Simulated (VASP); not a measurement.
These are PBEsol GGA, VASP's PBE PAW potentials (set 64) (plane waves; VASP 6.6.1) values and carry that method's errors.

The input files of a VASP run:

INCAR:
```
LREAL  =  .False.   # projection in real space or not
LWAVE  =  .False.
NSW  =  60
PREC  =  Accurate
SIGMA  =  0.1   # width (eV)
EDIFFG  =  -0.01   # ionic stop
LMAXMIX  =  4   # l cut-off of mixed one-centre charges
LCHARG  =  .False.
GGA  =  PS
IBRION  =  2   # conjugate gradients
ENCUT  =  400
EDIFF  =  1E-6
LASPH  =  .True.
NELM  =  100   # most electronic steps
ISIF  =  3
SYSTEM  =  Al3Cu
ALGO  =  Normal
ISMEAR  =  1
```

### POSCAR
```
Al3Cu
1
    3.9400000000     0.0000000000     0.0000000000
    0.0000000000     3.9400000000     0.0000000000
    0.0000000000     0.0000000000     3.9400000000
Cu Al
1 3
Direct
  0.0000000000   0.0000000000   0.0000000000
  0.5000000000   0.5000000000   0.0000000000
  0.5000000000   0.0000000000   0.5000000000
  0.0000000000   0.5000000000   0.5000000000
```

**KPOINTS**
```
Automatic mesh
0
Gamma
8 8 8
0 0 0
```

POTCAR, in this order: Cu Al (PBE.64 set). Program: vasp_std.

What will the output report for the number of irreducible k-points (NKPTS), number of bands (NBANDS), largest plane-wave count, number of space-group operations, FFT grid (NGX, NGY, NGZ)?

```
Property                                       Value
--------------------------------------  ------------
number of irreducible k-points (NKPTS)            35
number of bands (NBANDS)                          14
largest plane-wave count                        1141
number of space-group operations                  48
FFT grid (NGX, NGY, NGZ)                28 × 28 × 28
```

The structure was generated: Al3Cu was put into an ordered model structure (Pm-3m), which need not be its known phase. This run relaxes it. Symmetry was kept, so distortions that lower it aren't found.
